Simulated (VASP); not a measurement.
A VASP calculation is set up with these files.

INCAR:
```
METAGGA  =  R2SCAN
EDIFF  =  1E-6   ! SCF stop (eV)
IBRION  =  2
SIGMA  =  0.1   ! width (eV)
ALGO  =  Normal   ! blocked Davidson
LMAXMIX  =  4   ! l cut-off of mixed one-centre charges
EDIFFG  =  -0.01
NELM  =  100   ! most electronic steps
PREC  =  Accurate
LCHARG  =  .FALSE.
ENCUT  =  400
LASPH  =  .TRUE.
NSW  =  60
ISIF  =  3
ISMEAR  =  1
LMIXTAU  =  .TRUE.
SYSTEM  =  TiSb
LWAVE  =  .FALSE.
LREAL  =  .FALSE.
```

File KPOINTS:
```
kpoints
0
Gamma
  9 9 9
```

### POSCAR
```
TiSb
1
    0.0000000000     3.1228369035     3.1228369035
    3.1228369035    -0.0000000000     3.1228369035
    3.1228369035     3.1228369035    -0.0000000000
Ti Sb
1 1
Direct
  0.0000000000   0.0000000000   0.0000000000
  0.2500000000   0.2500000000   0.2500000000
```

POTCAR, in this order: Ti_sv Sb (PBE.64 set). Program: vasp_std.

Write an equivalent input for Ansatz.

One equivalent input (not run):
Ansatz 0.2 input:
```yaml
crystal:
  lattice:
    - [0.0000000, 3.1228369, 3.1228369]
    - [3.1228369, 0.0000000, 3.1228369]
    - [3.1228369, 3.1228369, 0.0000000]
  atoms:
    - { symbol: Ti, position: [0.0000000, 0.0000000, 0.0000000] }
    - { symbol: Sb, position: [0.2500000, 0.2500000, 0.2500000] }
kpoints:
  mp_grid: { grid: [9, 9, 9] }
hamiltonian:
  xc: r2scan
  pseudopotentials: { kind: paw }
scf:
  occupations: { method: methfessel_paxton, width: 0.1 }
  max_iter: 100
relax:
  max_steps: 60
  f_tol: 0.01
  cell: {}
output: { forces: true, stress: true, eigenvalues: true }
```
Limits of the translation: each code has its own PAW files, so the cut-off isn't converted (ENCUT is set for VASP's; basis.ecutwfc is left out, and Ansatz then takes the one that its files recommend); Ansatz stops its SCF on the density residual and VASP on the energy change (EDIFF).

The structure was generated: TiSb was put into the zinc blende type (F-43m), which need not be its known phase. This run relaxes it. Symmetry was kept, so distortions that lower it aren't found. The start is the result of an earlier pass.
